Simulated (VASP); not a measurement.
# HfMo2 (Fd-3m) in VASP: further runs

Runs on HfMo2. Level: LDA. Tasks: single point, relaxation of cell and atoms.

All numbers are computed with VASP 6.6.1; they aren't measurements. Logs are shortened: lines on timing, memory, paths and dates and some standing lists are left out, and cuts for length are marked.

## (1) The structure

Symmetry: Fd-3m, No. 227, cubic system. Conventional cell: a = 7.440 Å, b = 7.440 Å, c = 7.440 Å, α = 90.00°, β = 90.00°, γ = 90.00°. Hf (site symmetry -43m) has 12 Mo at 3.08 Å and 4 Hf at 3.22 Å as nearest neighbours. Mo (site symmetry -3m) is surrounded by 6 Mo at 2.63 Å.

## (2) Single point, LDA

Input file INCAR:

```
SYSTEM = HfMo2
PREC = Accurate ; ENCUT = 520
EDIFF = 1E-6 ; ISMEAR = -1
SIGMA = 0.05 ; LREAL = .FALSE.
LASPH = .TRUE. ; NELM = 100
ALGO = Fast ; ISIF = 2
LWAVE = .FALSE. ; LCHARG = .TRUE.
GGA = CA ; LELF = .TRUE.
LVHAR = .TRUE. ; NBANDS = 47
```

Input file KPOINTS:

```
regular mesh
0
G
  5 5 5
  0 0 0
```

Input file POSCAR:

```
HfMo2
1.0
    0.0000000000      3.7201693668      3.7201693668
    3.7201693668      0.0000000000      3.7201693668
    3.7201693668      3.7201693668      0.0000000000
Hf Mo
2 4
Direct
    0.0000000000      0.0000000000      0.0000000000
    0.2500000000      0.2500000000      0.2500000000
    0.6250000000      0.6250000000      0.6250000000
    0.1250000000      0.6250000000      0.6250000000
    0.6250000000      0.6250000000      0.1250000000
    0.6250000000      0.1250000000      0.6250000000
```

Potentials or basis: VASP PAW LDA potentials, release 64 (Hf_pv, Mo_sv).

Run with:

```
$ cat potpaw_LDA.64/Hf_pv/POTCAR potpaw_LDA.64/Mo_sv/POTCAR > POTCAR
$ mpirun -np 1 vasp_std > vasp.out
```

OUTCAR:

```text
SYSTEM = HfMo2
   PREC = Accurate
   ENCUT = 520
   EDIFF = 1E-6
   ISMEAR = -1
   LREAL = .FALSE.
   LASPH = .TRUE.
   NELM = 100
   ISIF = 2
   GGA = CA

 ion  position               nearest neighbor table
   1  0.000  0.000  0.000-   3 3.08   5 3.08   6 3.08   3 3.08   4 3.08   5 3.08   3 3.08   4 3.08
                             6 3.08   4 3.08   5 3.08   6 3.08   2 3.22   2 3.22   2 3.22   2 3.22
   2  0.250  0.250  0.250-   4 3.08   5 3.08   6 3.08   3 3.08   4 3.08   6 3.08   3 3.08   4 3.08
                             5 3.08   3 3.08   5 3.08   6 3.08   1 3.22   1 3.22   1 3.22   1 3.22
   3  0.625  0.625  0.625-   4 2.63   5 2.63   6 2.63   5 2.63   6 2.63   4 2.63   1 3.08   2 3.08
                             1 3.08   2 3.08   1 3.08   2 3.08
   4  0.125  0.625  0.625-   3 2.63   5 2.63   6 2.63   3 2.63   5 2.63   6 2.63   2 3.08   1 3.08
                             1 3.08   2 3.08   2 3.08   1 3.08
   5  0.625  0.625  0.125-   3 2.63   3 2.63   4 2.63   6 2.63   6 2.63   4 2.63   1 3.08   2 3.08
                             1 3.08   2 3.08   1 3.08   2 3.08
   6  0.625  0.125  0.625-   3 2.63   5 2.63   3 2.63   4 2.63   5 2.63   4 2.63   2 3.08   1 3.08
                             2 3.08   2 3.08   1 3.08   1 3.08

  LATTYP: Found a face centered cubic cell.
 ALAT       =     7.4403387336

  Lattice vectors:

 A1 = (   0.0000000000,   3.7201693668,   3.7201693668)
 A2 = (   3.7201693668,   0.0000000000,   3.7201693668)
 A3 = (   3.7201693668,   3.7201693668,   0.0000000000)

Analysis of symmetry for initial positions (statically):
=====================================================================
 Subroutine PRICEL returns:
 Original cell was already a primitive cell.

 Routine SETGRP: Setting up the symmetry group for a
 face centered cubic supercell.

 Subroutine GETGRP returns: Found 48 space group operations
 (whereof 24 operations were pure point group operations)
 out of a pool of 48 trial point group operations.

The static configuration has the point symmetry T_d .
 The point group associated with its full space group is O_h .

Analysis of symmetry for dynamics (positions and initial velocities):
=====================================================================
 Subroutine PRICEL returns:
 Original cell was already a primitive cell.

 Routine SETGRP: Setting up the symmetry group for a
 face centered cubic supercell.

 Subroutine GETGRP returns: Found 48 space group operations
 (whereof 24 operations were pure point group operations)
 out of a pool of 48 trial point group operations.

The dynamic configuration has the point symmetry T_d .
 The point group associated with its full space group is O_h .

 Subroutine INISYM returns: Found 48 space group operations
 (whereof 24 operations are pure point group operations),
 and found     1 'primitive' translations

----------------------------------------------------------------------------------------

                                     Primitive cell

  volume of cell :     102.9718

  direct lattice vectors                    reciprocal lattice vectors
     0.000000000  3.720169367  3.720169367    -0.134402483  0.134402483  0.134402483
     3.720169367  0.000000000  3.720169367     0.134402483 -0.134402483  0.134402483
     3.720169367  3.720169367  0.000000000     0.134402483  0.134402483 -0.134402483

  length of vectors
     5.261113973  5.261113973  5.261113973     0.232791929  0.232791929  0.232791929

  position of ions in fractional coordinates (direct lattice)
     0.000000000  0.000000000  0.000000000
     0.250000000  0.250000000  0.250000000
     0.625000000  0.625000000  0.625000000
     0.125000000  0.625000000  0.625000000
     0.625000000  0.625000000  0.125000000
     0.625000000  0.125000000  0.625000000

  ion indices of the primitive-cell ions
   primitive index   ion index
                 1           1
                 2           2
                 3           3
                 4           4
                 5           5
                 6           6

----------------------------------------------------------------------------------------

 KPOINTS: regular mesh

Automatic generation of k-mesh.
 Grid dimensions read from file:
 generate k-points for:    5    5    5

 Generating k-lattice:

  Cartesian coordinates                     Fractional coordinates (reciprocal lattice)
    -0.026880497  0.026880497  0.026880497     0.200000000  0.000000000  0.000000000
     0.026880497 -0.026880497  0.026880497     0.000000000  0.200000000  0.000000000
     0.026880497  0.026880497 -0.026880497     0.000000000  0.000000000  0.200000000

  Length of vectors
     0.046558386  0.046558386  0.046558386

  Shift w.r.t. Gamma in fractional coordinates (k-lattice)
     0.000000000  0.000000000  0.000000000

 Subroutine IBZKPT returns following result:
 ===========================================

 Found     10 irreducible k-points:

 Following reciprocal coordinates:
            Coordinates               Weight
  0.000000  0.000000  0.000000      1.000000
  0.200000  0.000000  0.000000      8.000000
  0.400000  0.000000  0.000000      8.000000
  0.200000  0.200000  0.000000      6.000000
  0.400000  0.200000  0.000000     24.000000
 -0.400000  0.200000  0.000000     24.000000
 -0.200000  0.200000  0.000000     12.000000
  0.400000  0.400000  0.000000      6.000000
 -0.400000  0.400000  0.000000     12.000000
 -0.400000  0.400000  0.200000     24.000000
   k-points           NKPTS =     10   k-points in BZ     NKDIM =     10   number of bands    NBANDS=     47
   number of dos      NEDOS =    301   number of ions     NIONS =      6
   total plane-waves  NPLWV =  64000
   dimension x,y,z NGX =    40 NGY =   40 NGZ =   40
   dimension x,y,z NGXF=    80 NGYF=   80 NGZF=   80
   ions per type =               2   4
   NGX,Y,Z   is equivalent  to a cutoff of  12.64, 12.64, 12.64 a.u.
   NGXF,Y,Z  is equivalent  to a cutoff of  25.28, 25.28, 25.28 a.u.
 SYSTEM =  HfMo2
   PREC   = accura    normal or accurate (medium, high low for compatibility)
   ISTART =      0    job   : 0-new  1-cont  2-samecut
   ICHARG =      2    charge: 1-file 2-atom 10-const
   ISPIN  =      1    spin polarized calculation?
   LNONCOLLINEAR =      F non collinear calculations
   LSORBIT =      F    spin-orbit coupling
   LASPH  =      T    aspherical Exc in radial PAW
   ENCUT  =  520.0 eV  38.22 Ry    6.18 a.u.   9.78  9.78  9.78*2*pi/ulx,y,z
   NELM   =    100;   NELMIN=  2; NELMDL= -5     # of ELM steps
   EDIFF  = 0.1E-05   stopping-criterion for ELM
   LREAL  =      F    real-space projection
   EDIFFG = 0.1E-04   stopping-criterion for IOM
   NSW    =      0    number of steps for IOM
   IBRION =     -1    ionic relax: 0-MD 1-quasi-New 2-CG
   NFREE  =      0    steps in history (QN), initial steepest desc. (CG)
   ISIF   =      2    stress and relaxation
   ISYM   =      2    0-nonsym 1-usesym 2-fastsym
   POTIM  = 0.5000    time-step for ionic-motion
   TEBEG  =    0.0;   TEEND  =   0.0 temperature during run
   PSTRESS=    0.0 pullay stress
   NELECT =      76.0000    total number of electrons
   NUPDOWN=      -1.0000    fix difference up-down
   EMIN   =  10.00;   EMAX   =-10.00  energy-range for DOS
   EFERMI =   0.00;   METHOD = LEGACY
   ISMEAR =    -1;   SIGMA  =   0.05  broadening in eV -4-tet -1-fermi 0-gaus
   EFERMI_NEDOS =   21; number of points for ismear=-14 and -15
   IALGO  =     68    algorithm
   IMIX   =      4    mixing-type and parameters
     AMIX     =   0.40;   BMIX     =  1.00
     AMIX_MAG =   1.60;   BMIX_MAG =  1.00
  volume/ion in A,a.u.               =      17.16       115.81
  Fermi-wavevector in a.u.,A,eV,Ry     =   1.479472  2.795796 29.780927  2.188836
  Thomas-Fermi vector in A             =   2.593625
   LORBIT       =      0    0 simple, 1 ext, 2 COOP (PROOUT), +10 PAW based schemes
   GGA     = CA    functional components
   LHFCALC =     F    Hartree Fock is set to
   AEXX    =    0.0000 exact exchange contribution
   IVDW    =     0    specifies the selected vdW correction
   LEPSILON=     F    determine dielectric tensor
   LRPA    =     F    only Hartree local field effects (RPA)
 non-spin polarized calculation
 RMM-DIIS sequential band-by-band and
  energy-cutoff  :      520.00
  volume of cell :      102.97
 maximum number of plane-waves:      2790
   NGX = 19   NGY = 19   NGZ = 19

 number of electron      76.0000008 magnetization

 Free energy of the ion-electron system (eV)
  ---------------------------------------------------
  ext. energy  EPLUGINS =         0.00000000
  ---------------------------------------------------
  free energy    TOTEN  =       -70.81990675 eV

  energy without entropy =      -70.78771599  energy(sigma->0) =      -70.80381137

 E-fermi :   9.3504     XC(G=0): -12.9305

 val. band max:        9.2981249457   @ k =   0.2000   0.0000   0.0000
 cond. band min:       9.3606296812   @ k =   0.4000   0.2000   0.0000
 fundamental gap:      0.0625047356
 Fermi energy:         9.3504029440

 k-point     1 :       0.0000    0.0000    0.0000
  band No.  band energies     occupation
      1     -51.0714      2.00000
      2     -50.7181      2.00000
      3     -50.7181      2.00000
      4     -50.7181      2.00000
      5     -26.6511      2.00000
      6     -25.6891      2.00000
[... 39 lines left out ...]
     46      12.6605      0.00000
     47      13.0226      0.00000

 k-point     2 :       0.2000    0.0000    0.0000
  band No.  band energies     occupation
      1     -51.0476      2.00000
      2     -50.7436      2.00000
      3     -50.7182      2.00000
      4     -50.7182      2.00000
      5     -26.5363      2.00000
      6     -25.6510      2.00000
[... 39 lines left out ...]
     46      11.4313      0.00000
     47      12.8747      0.00000

 k-point     3 :       0.4000    0.0000    0.0000
  band No.  band energies     occupation
      1     -50.9970      2.00000
      2     -50.7969      2.00000
      3     -50.7184      2.00000
      4     -50.7184      2.00000
      5     -26.3271      2.00000
      6     -25.5640      2.00000
[... 339 lines left out ...]
     46      12.0008      0.00000
     47      12.5232      0.00000

 k-point    10 :      -0.4000    0.4000    0.2000
  band No.  band energies     occupation
      1     -50.9418      2.00000
      2     -50.8535      2.00000
      3     -50.7186      2.00000
      4     -50.7186      2.00000
      5     -26.0557      2.00000
      6     -25.7176      2.00000
[... 39 lines left out ...]
     46      12.2178      0.00000
     47      12.2483      0.00000

------------------------ aborting loop because EDIFF is reached ----------------------------------------

  FORCE on cell =-STRESS in cart. coord.  units (eV):
  Direction    XX          YY          ZZ          XY          YZ          ZX
  --------------------------------------------------------------------------------------
  -------------------------------------------------------------------------------------
  Total        0.3655993      0.3655993      0.3655993     -0.0000000      0.0000000      0.0000000
  in kB        5.6885004      5.6885004      5.6885004     -0.0000000      0.0000000      0.0000000
  external PRESSURE =       5.6885004 kB  Pullay stress =       0.0000000 kB

 VOLUME and BASIS-vectors are now :
 -----------------------------------------------------------------------------
  energy-cutoff  :      520.00
  volume of cell :      102.97
      direct lattice vectors                 reciprocal lattice vectors
     0.000000000  3.720169367  3.720169367    -0.134402483  0.134402483  0.134402483
     3.720169367  0.000000000  3.720169367     0.134402483 -0.134402483  0.134402483
     3.720169367  3.720169367  0.000000000     0.134402483  0.134402483 -0.134402483

 POSITION                                       TOTAL-FORCE (eV/Angst)
 -----------------------------------------------------------------------------------
      0.00000      0.00000      0.00000        -0.000000     -0.000000     -0.000000
      1.86008      1.86008      1.86008         0.000000      0.000000      0.000000
      4.65021      4.65021      4.65021         0.000000     -0.000000      0.000000
      4.65021      2.79013      2.79013         0.000000     -0.000000      0.000000
      2.79013      2.79013      4.65021         0.000000     -0.000000      0.000000
      2.79013      4.65021      2.79013         0.000000     -0.000000      0.000000
 -----------------------------------------------------------------------------------
    total drift:                                0.000000      0.000000      0.000000

  FREE ENERGIE OF THE ION-ELECTRON SYSTEM (eV)
  ---------------------------------------------------
  free  energy   TOTEN  =       -70.8199067542 eV

  energy  without entropy=      -70.7877159917  energy(sigma->0) =      -70.80381137
```

It took 42 s on 1 thread of Intel Xeon Platinum 8488C (Sapphire Rapids), shared host; peak memory 0.21 GiB.

What came out:

```yaml
Free_energy: -70.8199 eV
Pressure: 0.6 GPa
Band_gap_on_the_k_mesh: none (metal or under the smearing width)
```

Levels at points of the mesh, in eV from the Fermi level:
```csv
k point,band 34,band 35,band 36,band 37,band 38,band 39,band 40,band 41
"(0.00, 0.00, 0.00)",-0.45,0.47,0.47,0.47,0.87,0.87,0.87,1.43
```

(Part 1 of 2 ends here.)
